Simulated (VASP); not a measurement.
Data:

```
CELL_PARAMETERS angstrom
      1.53000     0.88335     5.92393
     -1.53000     0.88335     5.92393
      0.00000    -1.76669     5.92393
ATOMIC_POSITIONS crystal
  Ce 0.00000 0.00000 0.00000
  O  0.75230 0.75230 0.75230
  O  0.58100 0.58100 0.58100
```
Starting moments (μB, in the order of the record's atoms Ce O O): 1.0 0.0 0.0.

Level of theory: PBE GGA, VASP's PBE PAW potentials (set 64) (plane waves; VASP). Settings: 400 eV cut-off, 6×6×6 Γ-centred mesh, Gaussian smearing of 0.10 eV, potentials Ce O.

The moments were started parallel, and other spin orders were not tried in this run.

**Question.** Give the spin-up energies of bands 7 to 16 at the high-symmetry points, in eV from the valence-band maximum.

**Answer.** 
```
band      Γ      T     H2      L     S0      F
----  -----  -----  -----  -----  -----  -----
7     -2.84  -2.33  -3.25  -2.99  -3.26  -2.90
8     -1.11  -1.32  -1.70  -2.08  -1.70  -2.19
9     -1.11  -1.12  -1.55  -1.65  -1.52  -1.54
10    -1.10  -1.12  -1.19  -1.60  -1.19  -1.52
11    -1.10  -1.09  -0.82  -0.84  -0.82  -0.98
12    -0.63  -1.09   0.00  -0.41   0.00  -0.47
13     0.44   0.44   1.02   1.19   1.02   1.19
14     2.04   2.04   1.64   1.56   1.63   1.56
15     2.08   2.08   1.67   1.74   1.67   1.74
16     2.08   2.08   1.79   1.88   1.79   1.86
```

**Question.** Give the spin-down energies of bands 7 to 16 at the high-symmetry points, in eV from the valence-band maximum.

**Answer.** 
| band | Γ | T | H2 | L | S0 | F |
|---|---|---|---|---|---|---|
| 7 | -2.84 | -2.33 | -3.25 | -2.99 | -3.26 | -2.90 |
| 8 | -1.11 | -1.32 | -1.70 | -2.08 | -1.70 | -2.19 |
| 9 | -1.11 | -1.12 | -1.55 | -1.65 | -1.52 | -1.54 |
| 10 | -1.10 | -1.12 | -1.19 | -1.60 | -1.19 | -1.52 |
| 11 | -1.10 | -1.09 | -0.82 | -0.84 | -0.82 | -0.98 |
| 12 | -0.63 | -1.09 | 0.00 | -0.41 | 0.00 | -0.47 |
| 13 | 0.44 | 0.44 | 1.02 | 1.19 | 1.02 | 1.19 |
| 14 | 2.04 | 2.04 | 1.64 | 1.56 | 1.63 | 1.56 |
| 15 | 2.08 | 2.08 | 1.67 | 1.74 | 1.67 | 1.74 |
| 16 | 2.08 | 2.08 | 1.79 | 1.88 | 1.79 | 1.86 |

The gap is indirect, 0.44 eV, from the valence maximum at H2 to the conduction minimum at Γ.

The structure was generated: CeO2 was put into an ordered model structure, which need not be its known phase. The cell was not relaxed at this level.
